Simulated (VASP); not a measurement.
# SrMg6Sb (Amm2) in VASP: notebook

The runs below take SrMg6Sb through single point, atomic charges, with RPBE, r2SCAN+D3(BJ).

All numbers are computed with VASP 6.6.1; they aren't measurements. Logs are shortened: lines on timing, memory, paths and dates and some standing lists are left out, and cuts for length are marked.

## Step 1: The crystal as given

Symmetry: Amm2, No. 38, orthorhombic system. Conventional cell: a = 5.430 Å, b = 6.451 Å, c = 11.953 Å, α = 90.00°, β = 90.00°, γ = 90.00°. Around Sb (site symmetry mm2) lie 2 Sr at 3.23 Å and 10 Mg at 3.29 to 3.48 Å. Around Sr (site symmetry mm2) lie 2 Sb at 3.23 Å and 10 Mg at 3.37 to 3.42 Å. Mg (site symmetry mm2) has 10 Mg at 3.23 to 3.48 Å and 2 Sb at 3.42 Å as nearest neighbours. Mg (site symmetry mm2) has 10 Mg at 3.19 to 3.60 Å and 2 Sr at 3.41 Å as nearest neighbours. Mg (site symmetry m) has 7 Mg at 3.12 to 3.48 Å and 2 Sb at 3.29 Å and 2 Sr at 3.38 Å as nearest neighbours. Mg (site symmetry m) has 8 Mg at 3.20 to 3.32 Å and 2 Sb at 3.31 to 3.48 Å and 2 Sr at 3.37 to 3.42 Å as nearest neighbours.

The cell comes from a database or a generator and needn't be the stable form of this composition.

## Step 2: Single point, RPBE

The input, INCAR:

```
SYSTEM = SrMg6Sb
PREC = Accurate
ENCUT = 500
EDIFF = 1E-6
ISMEAR = 0
SIGMA = 0.1
LREAL = .False.
LASPH = .True.
NELM = 60
ALGO = Fast
ISIF = 2
LWAVE = .False.
LCHARG = .False.
GGA = RP
```

The input, KPOINTS:

```
Automatic mesh
0
Gamma
  5 5 5
  0 0 0
```

The input, POSCAR:

```
SrMg6Sb
5.43
    0.999992449355      0.000000000000      0.000000000000
    0.000000000000      0.594008839779      1.100677900552
    0.000000000000     -0.594008839779      1.100677900552
Sb Sr Mg
1 1 6
Direct
    0.5000000000      0.6613210000      0.6613210000
    0.5000000000      0.1707990000      0.1707990000
    0.0000000000      0.8356540000      0.8356540000
    0.0000000000      0.3430970000      0.3430970000
    0.0000000000      0.3341530000      0.8174010000
    0.0000000000      0.8174010000      0.3341530000
    0.5000000000      0.1703750000      0.6671950000
    0.5000000000      0.6671950000      0.1703750000
```

Potentials or basis: VASP PAW PBE potentials, release 64 (Sb, Sr_sv, Mg).

Command:

```bash
> cat potpaw_PBE.64/Sb/POTCAR potpaw_PBE.64/Sr_sv/POTCAR potpaw_PBE.64/Mg/POTCAR > POTCAR
> mpirun -np 1 vasp_std > vasp.out
```

OUTCAR:

```text
SYSTEM = SrMg6Sb
   PREC = Accurate
   ENCUT = 500
   EDIFF = 1E-6
   ISMEAR = 0
   LREAL = .False.
   LASPH = .True.
   NELM = 60
   ISIF = 2
   GGA = RP

 ion  position               nearest neighbor table
   1  0.500  0.661  0.661-   2 3.23   2 3.23   5 3.29   6 3.29   5 3.29   6 3.29   7 3.31   8 3.31
                             3 3.42   3 3.42   7 3.48   8 3.48
   2  0.500  0.171  0.171-   1 3.23   1 3.23   7 3.37   8 3.37   5 3.38   6 3.38   5 3.38   6 3.38
                             4 3.41   4 3.41   8 3.42   7 3.42
   3  0.000  0.836  0.836-   4 3.23   4 3.23   7 3.32   8 3.32   7 3.32   8 3.32   5 3.32   6 3.32
                             1 3.42   1 3.42   5 3.48   6 3.48
   4  0.000  0.343  0.343-   5 3.19   6 3.19   3 3.23   3 3.23   7 3.28   8 3.28   7 3.28   8 3.28
                             2 3.41   2 3.41   6 3.60   5 3.60
   5  0.000  0.334  0.817-   6 3.12   4 3.19   1 3.29   1 3.29   7 3.30   7 3.30   3 3.32   6 3.33
                             2 3.38   2 3.38   3 3.48   4 3.60
   6  0.000  0.817  0.334-   5 3.12   4 3.19   1 3.29   1 3.29   8 3.30   8 3.30   3 3.32   5 3.33
                             2 3.38   2 3.38   3 3.48   4 3.60
   7  0.500  0.170  0.667-   8 3.20   8 3.25   4 3.28   4 3.28   5 3.30   5 3.30   1 3.31   3 3.32
                             3 3.32   2 3.37   2 3.42   1 3.48
   8  0.500  0.667  0.170-   7 3.20   7 3.25   4 3.28   4 3.28   6 3.30   6 3.30   1 3.31   3 3.32
                             3 3.32   2 3.37   2 3.42   1 3.48

  LATTYP: Found a base centered orthorhombic cell.
 ALAT       =     6.4509360000
 B/A-ratio  =     1.8529655231
 C/A-ratio  =     0.8417319595

  Lattice vectors:

 A1 = (   0.0000000000,   3.2254680000,  -5.9766810000)
 A2 = (   0.0000000000,   3.2254680000,   5.9766810000)
 A3 = (   5.4299590000,   0.0000000000,   0.0000000000)

Analysis of symmetry for initial positions (statically):
=====================================================================
 Subroutine PRICEL returns:
 Original cell was already a primitive cell.

 Routine SETGRP: Setting up the symmetry group for a
 base centered orthorhombic supercell.

 Subroutine GETGRP returns: Found  4 space group operations
 (whereof  4 operations were pure point group operations)
 out of a pool of  8 trial point group operations.

The static configuration has the point symmetry C_2v.

Analysis of symmetry for dynamics (positions and initial velocities):
=====================================================================
 Subroutine PRICEL returns:
 Original cell was already a primitive cell.

 Routine SETGRP: Setting up the symmetry group for a
 base centered orthorhombic supercell.

 Subroutine GETGRP returns: Found  4 space group operations
 (whereof  4 operations were pure point group operations)
 out of a pool of  8 trial point group operations.

The dynamic configuration has the point symmetry C_2v.

 Subroutine INISYM returns: Found  4 space group operations
 (whereof  4 operations are pure point group operations),
 and found     1 'primitive' translations

----------------------------------------------------------------------------------------

                                     Primitive cell

  volume of cell :     209.3531

  direct lattice vectors                    reciprocal lattice vectors
     5.429959000  0.000000000  0.000000000     0.184163453  0.000000000  0.000000000
     0.000000000  3.225468000  5.976681000     0.000000000  0.155016264  0.083658472
     0.000000000 -3.225468000  5.976681000     0.000000000 -0.155016264  0.083658472

  length of vectors
     5.429959000  6.791491706  6.791491706     0.184163453  0.176149885  0.176149885

  position of ions in fractional coordinates (direct lattice)
     0.500000000  0.661321000  0.661321000
     0.500000000  0.170799000  0.170799000
     0.000000000  0.835654000  0.835654000
     0.000000000  0.343097000  0.343097000
     0.000000000  0.334153000  0.817401000
     0.000000000  0.817401000  0.334153000
     0.500000000  0.170375000  0.667195000
     0.500000000  0.667195000  0.170375000

  ion indices of the primitive-cell ions
   primitive index   ion index
                 1           1
                 2           2
                 3           3
                 4           4
                 5           5
                 6           6
                 7           7
                 8           8

----------------------------------------------------------------------------------------

 KPOINTS: Automatic mesh

Automatic generation of k-mesh.
 Grid dimensions read from file:
 generate k-points for:    5    5    5

 Generating k-lattice:

  Cartesian coordinates                     Fractional coordinates (reciprocal lattice)
     0.036832691  0.000000000  0.000000000     0.200000000  0.000000000  0.000000000
     0.000000000  0.031003253  0.016731694     0.000000000  0.200000000  0.000000000
     0.000000000 -0.031003253  0.016731694     0.000000000  0.000000000  0.200000000

  Length of vectors
     0.036832691  0.035229977  0.035229977

  Shift w.r.t. Gamma in fractional coordinates (k-lattice)
     0.000000000  0.000000000  0.000000000

 Subroutine IBZKPT returns following result:
 ===========================================

 Found     27 irreducible k-points:

 Following reciprocal coordinates:
            Coordinates               Weight
  0.000000  0.000000  0.000000      1.000000
  0.200000  0.000000  0.000000      2.000000
  0.400000  0.000000  0.000000      2.000000
  0.000000  0.200000  0.000000      4.000000
  0.200000  0.200000  0.000000      8.000000
  0.400000  0.200000  0.000000      8.000000
[... 16 lines left out ...]
  0.200000  0.400000  0.400000      4.000000
  0.400000  0.400000  0.400000      4.000000
 [... further k-points ...]
   k-points           NKPTS =     27   k-points in BZ     NKDIM =     27   number of bands    NBANDS=     18
   number of dos      NEDOS =    301   number of ions     NIONS =      8
   total plane-waves  NPLWV = 100000
   dimension x,y,z NGX =    40 NGY =   50 NGZ =   50
   dimension x,y,z NGXF=    80 NGYF=  100 NGZF=  100
   ions per type =               1   1   6
   NGX,Y,Z   is equivalent  to a cutoff of  12.25, 12.24, 12.24 a.u.
   NGXF,Y,Z  is equivalent  to a cutoff of  24.49, 24.48, 24.48 a.u.
 SYSTEM =  SrMg6Sb
   PREC   = accura    normal or accurate (medium, high low for compatibility)
   ISTART =      0    job   : 0-new  1-cont  2-samecut
   ICHARG =      2    charge: 1-file 2-atom 10-const
   ISPIN  =      1    spin polarized calculation?
   LNONCOLLINEAR =      F non collinear calculations
   LSORBIT =      F    spin-orbit coupling
   LASPH  =      T    aspherical Exc in radial PAW
   ENCUT  =  500.0 eV  36.75 Ry    6.06 a.u.   9.90 12.38 12.38*2*pi/ulx,y,z
   NELM   =     60;   NELMIN=  2; NELMDL= -5     # of ELM steps
   EDIFF  = 0.1E-05   stopping-criterion for ELM
   LREAL  =      F    real-space projection
   EDIFFG = 0.1E-04   stopping-criterion for IOM
   NSW    =      0    number of steps for IOM
   IBRION =     -1    ionic relax: 0-MD 1-quasi-New 2-CG
   NFREE  =      0    steps in history (QN), initial steepest desc. (CG)
   ISIF   =      2    stress and relaxation
   ISYM   =      2    0-nonsym 1-usesym 2-fastsym
   POTIM  = 0.5000    time-step for ionic-motion
   TEBEG  =    0.0;   TEEND  =   0.0 temperature during run
   PSTRESS=    0.0 pullay stress
   NELECT =      27.0000    total number of electrons
   NUPDOWN=      -1.0000    fix difference up-down
   EMIN   =  10.00;   EMAX   =-10.00  energy-range for DOS
   EFERMI =   0.00;   METHOD = LEGACY
   ISMEAR =     0;   SIGMA  =   0.10  broadening in eV -4-tet -1-fermi 0-gaus
   EFERMI_NEDOS =   21; number of points for ismear=-14 and -15
   IALGO  =     68    algorithm
   IMIX   =      4    mixing-type and parameters
     AMIX     =   0.40;   BMIX     =  1.00
     AMIX_MAG =   1.60;   BMIX_MAG =  1.00
  volume/ion in A,a.u.               =      26.17       176.60
  Fermi-wavevector in a.u.,A,eV,Ry     =   0.827122  1.563034  9.308167  0.684131
  Thomas-Fermi vector in A             =   1.939272
   LORBIT       =      0    0 simple, 1 ext, 2 COOP (PROOUT), +10 PAW based schemes
   GGA     = RP    functional components
   LHFCALC =     F    Hartree Fock is set to
   AEXX    =    0.0000 exact exchange contribution
   IVDW    =     0    specifies the selected vdW correction
   LEPSILON=     F    determine dielectric tensor
   LRPA    =     F    only Hartree local field effects (RPA)
 non-spin polarized calculation
 RMM-DIIS sequential band-by-band and
 Gauss-broadening in eV      SIGMA  =   0.10
  energy-cutoff  :      500.00
  volume of cell :      209.35
 maximum number of plane-waves:      5331
 NGX is ok and might be reduce to    40
   NGX = 19   NGY = 25   NGZ = 25

 number of electron      27.0000000 magnetization

 Free energy of the ion-electron system (eV)
  ---------------------------------------------------
  ext. energy  EPLUGINS =         0.00000000
  ---------------------------------------------------
  free energy    TOTEN  =       -13.81672623 eV

  energy without entropy =      -13.79457585  energy(sigma->0) =      -13.80565104

 E-fermi :   3.2837     XC(G=0):  -8.5173

 val. band max:        3.2739117627   @ k =   0.2000   0.4000   0.2000
 cond. band min:       3.3002783012   @ k =   0.2000  -0.2000   0.2000
 fundamental gap:      0.0263665385
 Fermi energy:         3.2836701323

 k-point     1 :       0.0000    0.0000    0.0000
  band No.  band energies     occupation
      1     -32.1152      2.00000
      2     -14.2542      2.00000
      3     -14.2497      2.00000
      4     -14.2206      2.00000
      5      -6.1281      2.00000
      6      -1.7789      2.00000
[... 10 lines left out ...]
     17       4.6064      0.00000
     18       4.8242      0.00000
[... 463 lines left out ...]
 k-point    24 :       0.4000    0.4000    0.4000
  band No.  band energies     occupation
      1     -32.1150      2.00000
      2     -14.2666      2.00000
      3     -14.2490      2.00000
      4     -14.2216      2.00000
      5      -5.8710      2.00000
      6      -1.6326      2.00000
[... 10 lines left out ...]
     17       4.8972      0.00000
     18       5.2038      0.00000

 [... further k-points ...]

------------------------ aborting loop because EDIFF is reached ----------------------------------------

  FORCE on cell =-STRESS in cart. coord.  units (eV):
  Direction    XX          YY          ZZ          XY          YZ          ZX
  --------------------------------------------------------------------------------------
  -------------------------------------------------------------------------------------
  Total        0.0967761      1.9096293      1.8657201      0.0000000      0.0000000      0.0000000
  in kB        0.7406269     14.6143761     14.2783395      0.0000000      0.0000000      0.0000000
  external PRESSURE =       9.8777809 kB  Pullay stress =       0.0000000 kB

 VOLUME and BASIS-vectors are now :
 -----------------------------------------------------------------------------
  energy-cutoff  :      500.00
  volume of cell :      209.35
      direct lattice vectors                 reciprocal lattice vectors
     5.429959000  0.000000000  0.000000000     0.184163453  0.000000000  0.000000000
     0.000000000  3.225468000  5.976681000     0.000000000  0.155016264  0.083658472
     0.000000000 -3.225468000  5.976681000     0.000000000 -0.155016264  0.083658472

 POSITION                                       TOTAL-FORCE (eV/Angst)
 -----------------------------------------------------------------------------------
      2.71498      0.00000      7.90501         0.000000      0.000000     -0.034182
      2.71498      0.00000      2.04162         0.000000      0.000000      0.045871
      0.00000      0.00000      9.98887         0.000000      0.000000      0.026622
      0.00000      0.00000      4.10116         0.000000      0.000000      0.018319
      0.00000     -1.55870      6.88247         0.000000     -0.059319     -0.059787
      0.00000      1.55870      6.88247         0.000000      0.059319     -0.059787
      2.71498     -1.60248      5.00589         0.000000     -0.011631      0.031473
      2.71498      1.60248      5.00589         0.000000      0.011631      0.031473
 -----------------------------------------------------------------------------------
    total drift:                               -0.000000     -0.000000     -0.000708

  FREE ENERGIE OF THE ION-ELECTRON SYSTEM (eV)
  ---------------------------------------------------
  free  energy   TOTEN  =       -13.8167262349 eV

  energy  without entropy=      -13.7945758504  energy(sigma->0) =      -13.80565104
```

Run time: 2 min. Hardware: 1 thread of Intel Xeon Platinum 8488C (Sapphire Rapids), shared host; peak memory 0.38 GiB.

What came out:

```
Free energy            : -13.8167 eV
Pressure               : 1.0 GPa
Largest force          : 0.084 eV/Å
Band gap on the k mesh : none (metal or under the smearing width)
```

Forces on the atoms (eV/Å):
```
Sb   0.000  0.000 -0.034
Sr   0.000  0.000  0.046
Mg   0.000  0.000  0.027
Mg   0.000  0.000  0.018
Mg   0.000 -0.059 -0.060
Mg   0.000  0.059 -0.060
Mg   0.000 -0.012  0.031
Mg   0.000  0.012  0.031
```

Levels at points of the mesh, in eV from the Fermi level:
```csv
k point,band 10,band 11,band 12,band 13,band 14,band 15,band 16,band 17
"(0.00, 0.00, 0.00)",-2.13,-2.11,-1.50,-0.71,0.50,1.20,1.30,1.32
```

Caveat: the PAW data sets were made with another functional, which shifts forces and pressure a little.

## Step 3: Single point, RPBE

The input, run.py:

```python
from ase.calculators.vasp import Vasp
from ase.dft.bandgap import bandgap
from ase.io import read

atoms = read('POSCAR')
calc = Vasp(
    directory='calc',
    xc='rpbe',
    pp='PBE',
    setups='minimal',
    prec='Accurate',
    encut=500,
    ediff=1e-06,
    ismear=0,
    sigma=0.1,
    lreal=False,
    lasph=True,
    nelm=100,
    algo='Normal',
    isif=2,
    lwave=False,
    lcharg=False,
    kpts=[5, 5, 5],
    gamma=True,
    nbands=24,
)
atoms.calc = calc

print('energy (eV):', atoms.get_potential_energy())
print('free energy (eV):', atoms.get_potential_energy(force_consistent=True))
print('forces (eV/A):')
print(atoms.get_forces())
print('stress (eV/A^3, Voigt):', atoms.get_stress())
print('Fermi level (eV):', calc.get_fermi_level())
gap, top, bottom = bandgap(calc)
print('band gap (eV):', gap, 'from (spin, k, band)', top, 'to', bottom)
```

Edit POSCAR of step 2 so:

```diff
@@ -1,6 +1,6 @@
 SrMg6Sb
-5.43
-    0.999992449355      0.000000000000      0.000000000000
-    0.000000000000      0.594008839779      1.100677900552
-    0.000000000000     -0.594008839779      1.100677900552
+1.0
+    5.4299590000      0.0000000000      0.0000000000
+    0.0000000000      3.2254680000      5.9766810000
+    0.0000000000     -3.2254680000      5.9766810000
 Sb Sr Mg
```

Potentials or basis: VASP PAW PBE potentials, release 64 (Sb, Sr_sv, Mg).

Command:

```bash
> python run.py
```

It took 85 s on 1 thread of Intel Xeon Platinum 8488C (Sapphire Rapids), shared host; peak memory 0.38 GiB.

The run converged. Its results:

| Property | Result |
| --- | --- |
| Free energy | -13.8167 eV |
| Pressure | 1.0 GPa |
| Largest force | 0.084 eV/Å |
| Band gap on the k mesh | none (metal or under the smearing width) |

Forces in eV/Å, atoms in the order of the input:
```
Sb   0.000  0.000 -0.034
Sr   0.000  0.000  0.046
Mg   0.000  0.000  0.027
Mg   0.000  0.000  0.018
Mg   0.000 -0.059 -0.060
Mg   0.000  0.059 -0.060
Mg   0.000 -0.012  0.031
Mg   0.000  0.012  0.031
```

Stress tensor (GPa, compression positive):
```
0.08 0.00 0.00
0.00 1.46 0.00
0.00 0.00 1.43
```

Levels at points of the mesh, in eV from the Fermi level:
```csv
k point,band 10,band 11,band 12,band 13,band 14,band 15,band 16,band 17
"(0.00, 0.00, 0.00)",-2.13,-2.11,-1.50,-0.71,0.50,1.20,1.30,1.32
```

Caveat: the PAW data sets were made with another functional, which shifts forces and pressure a little. Spin-orbit coupling is left out, which matters for the levels of Sb.

## Step 4: Atomic charges, r2SCAN+D3(BJ) (atoms moved at random, drawn with an rms of 0.1 Å)

The input, INCAR:

```
SYSTEM = SrMg6Sb
PREC = Single ; ENCUT = 350
EDIFF = 1E-6 ; ISMEAR = 1
SIGMA = 0.2 ; LREAL = .FALSE.
LASPH = .TRUE. ; NELM = 100
ALGO = Normal ; ISIF = 2
LWAVE = .FALSE. ; LCHARG = .TRUE.
METAGGA = R2SCAN ; LMIXTAU = .TRUE.
IVDW = 12 ; VDW_S6 = 1.0
VDW_S8 = 0.78981345 ; VDW_A1 = 0.49484001
VDW_A2 = 5.73083694 ; LORBIT = 10
LELF = .TRUE. ; LVHAR = .TRUE.
```

The input, KPOINTS:

```
regular mesh
0
G
  5 5 5
  0 0 0
```

The input, POSCAR:

```
SrMg6Sb
1.0
    5.4299590000      0.0000000000      0.0000000000
    0.0000000000      3.2254680000      5.9766810000
    0.0000000000     -3.2254680000      5.9766810000
Sb Sr Mg
1 1 6
Direct
    0.4931920000      0.6660620000      0.6595970000
    0.4950700000      0.1683810000      0.1748070000
   -0.0123760000      0.8456810000      0.8418490000
    0.0006680000      0.3361280000      0.3535470000
   -0.0081650000      0.3398960000      0.8106980000
   -0.0083060000      0.8226860000      0.3373900000
    0.4886940000      0.1686650000      0.6763300000
    0.4939570000      0.6761160000      0.1640840000
```

Command:

```bash
> cat potpaw_PBE.64/Sb/POTCAR potpaw_PBE.64/Sr_sv/POTCAR potpaw_PBE.64/Mg/POTCAR > POTCAR
> mpirun -np 1 vasp_std > vasp.out
```

Wall time 7.6 min (1 thread of Intel Xeon Platinum 8488C (Sapphire Rapids), shared host); peak memory 0.26 GiB.

These settings aren't checked as converged (typed here: ENCUT = 350; PREC = Single): the numbers below hold their error.

Results:

| Item | Value |
| --- | --- |
| Free energy | -67.3665 eV |
| Pressure | -1.5 GPa |
| Largest force | 0.331 eV/Å |
| Band gap on the k mesh | none (metal or under the smearing width) |
| Valence electrons inside the program's atomic spheres | Sb 2.43; Sr 8.16; Mg 0.29, 0.34, 0.32, 0.33 |
| Dispersion energy per atom | -0.141 eV |

Caveat: the PAW data sets were made with another functional, which shifts forces and pressure a little; pairwise dispersion overbinds metals, which lowers pressure and volume.
